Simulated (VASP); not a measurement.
Output of a VASP run:

OUTCAR:
```
 ion  position               nearest neighbor table
   1  0.333  0.667  0.250-   2 3.58   2 3.58   2 3.58   2 3.58   2 3.58   2 3.58
   2  0.667  0.333  0.750-   1 3.58   1 3.58   1 3.58   1 3.58   1 3.58   1 3.58
  LATTYP: Found a hexagonal cell.
 ALAT       =     3.7036293911
 C/A-ratio  =     1.5523891169
 Subroutine PRICEL returns:
 Original cell was already a primitive cell.
 Subroutine GETGRP returns: Found 24 space group operations
The static configuration has the point symmetry D_3d.
 The point group associated with its full space group is D_6h.
The dynamic configuration has the point symmetry D_3d.
 Subroutine INISYM returns: Found 24 space group operations
 Subroutine IBZKPT returns following result:
 Found     56 irreducible k-points:

 Following reciprocal coordinates:
            Coordinates               Weight
  0.000000  0.000000  0.000000      1.000000
  0.100000  0.000000  0.000000      6.000000
  0.200000  0.000000  0.000000      6.000000
  0.300000  0.000000  0.000000      6.000000
  0.400000 -0.000000  0.000000      6.000000
  0.500000  0.000000  0.000000      3.000000
  0.100000  0.100000  0.000000      6.000000
  0.200000  0.100000  0.000000     12.000000
  0.300000  0.100000  0.000000     12.000000
  0.400000  0.100000  0.000000     12.000000
  0.200000  0.200000  0.000000      6.000000
  0.300000  0.200000  0.000000     12.000000
  0.400000  0.200000  0.000000      6.000000
  0.300000  0.300000  0.000000      6.000000
  0.000000  0.000000  0.166667      2.000000
  0.100000  0.000000  0.166667     12.000000
  0.200000  0.000000  0.166667     12.000000
  0.300000  0.000000  0.166667     12.000000
  0.400000 -0.000000  0.166667     12.000000
  0.500000  0.000000  0.166667      6.000000
  0.100000  0.100000  0.166667     12.000000
  0.200000  0.100000  0.166667     24.000000
  0.300000  0.100000  0.166667     24.000000
  0.400000  0.100000  0.166667     24.000000
  0.200000  0.200000  0.166667     12.000000
  0.300000  0.200000  0.166667     24.000000
  0.400000  0.200000  0.166667     12.000000
  0.300000  0.300000  0.166667     12.000000
  0.000000  0.000000  0.333333      2.000000
  0.100000  0.000000  0.333333     12.000000
  0.200000  0.000000  0.333333     12.000000
  0.300000  0.000000  0.333333     12.000000
  0.400000 -0.000000  0.333333     12.000000
  0.500000  0.000000  0.333333      6.000000
  0.100000  0.100000  0.333333     12.000000
  0.200000  0.100000  0.333333     24.000000
  0.300000  0.100000  0.333333     24.000000
  0.400000  0.100000  0.333333     24.000000
  0.200000  0.200000  0.333333     12.000000
  0.300000  0.200000  0.333333     24.000000
   k-points           NKPTS =     56   k-points in BZ     NKDIM =     56   number of bands    NBANDS=     13
   number of dos      NEDOS =    301   number of ions     NIONS =      2
   total plane-waves  NPLWV =  37632
   dimension x,y,z NGX =    28 NGY =   28 NGZ =   48
   dimension x,y,z NGXF=    56 NGYF=   56 NGZF=   96
   ions per type =               2
   PREC   = accura    normal or accurate (medium, high low for compatibility)
   ISTART =      0    job   : 0-new  1-cont  2-samecut
   ICHARG =      2    charge: 1-file 2-atom 10-const
   ISPIN  =      1    spin polarized calculation?
   LNONCOLLINEAR =      F non collinear calculations
   LSORBIT =      F    spin-orbit coupling
   INIWAV =      1    electr: 0-lowe 1-rand  2-diag
   ENCUT  =  520.0 eV  38.22 Ry    6.18 a.u.   6.89  6.89 10.69*2*pi/ulx,y,z
   NELM   =    100;   NELMIN=  2; NELMDL= -5     # of ELM steps
   EDIFF  = 0.1E-05   stopping-criterion for ELM
   LREAL  =      F    real-space projection
   NLSPLINE    = F    spline interpolate recip. space projectors
   LMAXMIX     =    6 max onsite mixed and CHGCAR
   VOSKOWN=      0    Vosko Wilk Nusair interpolation
   EDIFFG = -.1E-01   stopping-criterion for IOM
   NSW    =     60    number of steps for IOM
...
```

OSZICAR:
```
       N       E                     dE             d eps       ncg     rms          rms(c)
DAV:   1     0.404311595239E+02    0.40431E+02   -0.87504E+03  1456   0.121E+03
DAV:   2    -0.659393040268E+01   -0.47025E+02   -0.46005E+02  1556   0.239E+02
DAV:   3    -0.853652223485E+01   -0.19426E+01   -0.17997E+01  2006   0.282E+01
DAV:   4    -0.857917131615E+01   -0.42649E-01   -0.42217E-01  1714   0.412E+00
DAV:   5    -0.858063887200E+01   -0.14676E-02   -0.14652E-02  2197   0.580E-01    0.225E+01
DAV:   6    -0.858392638451E+01   -0.32875E-02   -0.22550E-02  1651   0.124E+00    0.135E+01
DAV:   7    -0.859429116847E+01   -0.10365E-01   -0.41779E-02  1601   0.169E+00    0.210E-01
DAV:   8    -0.859405810849E+01    0.23306E-03   -0.21792E-03  1706   0.345E-01    0.643E-02
DAV:   9    -0.859407983621E+01   -0.21728E-04   -0.21435E-04  1847   0.109E-01    0.397E-02
DAV:  10    -0.859407333646E+01    0.64997E-05   -0.32439E-05  1692   0.397E-02    0.476E-02
DAV:  11    -0.859407623704E+01   -0.29006E-05   -0.55549E-06  1681   0.175E-02    0.418E-03
DAV:  12    -0.859407640949E+01   -0.17245E-06   -0.24168E-07   908   0.367E-03
   1 F= -.85940764E+01 E0= -.85945505E+01  d E =-.859408E+01
```

**OUTCAR**
```
------------------------ aborting loop because EDIFF is reached ----------------------------------------
  FORCE on cell =-STRESS in cart. coord.  units (eV):
  Direction    XX          YY          ZZ          XY          YZ          ZX
  --------------------------------------------------------------------------------------
  Total       -0.0060418     -0.0060418     -0.0075355      0.0000000      0.0000000      0.0000000
  in kB       -0.1417300     -0.1417300     -0.1767698      0.0000000      0.0000000      0.0000000
  external PRESSURE =      -0.1534099 kB  Pullay stress =       0.0000000 kB
  volume of cell :       68.30
      direct lattice vectors                 reciprocal lattice vectors
     1.851814795 -3.207437082  0.000000000     0.270005403 -0.155887703  0.000000000
     1.851814795  3.207437082  0.000000000     0.270005403  0.155887703  0.000000000
     0.000000000  0.000000000  5.749473960     0.000000000  0.000000000  0.173928955
 POSITION                                       TOTAL-FORCE (eV/Angst)
 -----------------------------------------------------------------------------------
      1.85181      1.06915      1.43737        -0.000000      0.000000      0.000000
      1.85181     -1.06915      4.31211         0.000000     -0.000000      0.000000
 -----------------------------------------------------------------------------------
    total drift:                                0.000005      0.000119     -0.000010
  FREE ENERGIE OF THE ION-ELECTRON SYSTEM (eV)
  ---------------------------------------------------
  free  energy   TOTEN  =        -8.5940764095 eV

  energy  without entropy=       -8.5954987341  energy(sigma->0) =       -8.59455052

 reached required accuracy - stopping structural energy minimisation
```
(Selected blocks of OUTCAR.)

**POSCAR**
```
Gd
1
    1.8518147947    -3.2074370817    -0.0000000000
    1.8518147947     3.2074370817    -0.0000000000
   -0.0000000000     0.0000000000     5.7494739598
Gd
2
Direct
  0.3333330000   0.6666670000   0.2500000000
  0.6666670000   0.3333330000   0.7500000000
```

Task: Write an INCAR and KPOINTS that could have produced this output.

Result: One answer among several that fit: the input of the run itself, revPBE GGA, plane waves, VASP's PBE PAW potentials (set 64).

### KPOINTS
```
Automatic mesh
0
Gamma
10 10 6
0 0 0
```

INCAR:
```
ALGO = Normal
EDIFF = 1E-6
EDIFFG = -0.01
ENCUT = 520
GGA = RE
IBRION = 2
ISIF = 3
ISMEAR = 1
LASPH = .True.
LCHARG = .False.
LMAXMIX = 6
LREAL = .False.
LWAVE = .False.
NELM = 100
NSW = 60
PREC = Accurate
SIGMA = 0.1
SYSTEM = Gd
```

POTCAR, in this order: Gd_3 (PBE.64 set). Program: vasp_std.

The 4f electrons are frozen in the core of the lanthanide potential, so 4f levels, which can set the real gap, and their magnetism are missing.

The compound is Gd in the hcp structure. It was relaxed first. The start is the result of an earlier pass.
